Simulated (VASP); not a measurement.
Shape and ions are relaxed at each volume.

Energy against volume of MgB2 (AlB2 type). The numbers are results of vdW-DF2, VASP's PBE PAW potentials (set 64) (plane waves; VASP 6.6.1), not measurements.

```
V (Å³/atom)  E (eV/atom)
-----------  -----------
9.096           -3.72183
9.386           -3.73532
9.676           -3.74000
9.967           -3.73705
10.257          -3.72751
```

Fit a third-order Birch-Murnaghan equation of state.

The volume per atom comes out as 9.70 Å³/atom, the bulk modulus comes out as 139 GPa and the pressure derivative of the bulk modulus is 3.83.

The compound is MgB2 in the AlB2 type structure. It was relaxed first.
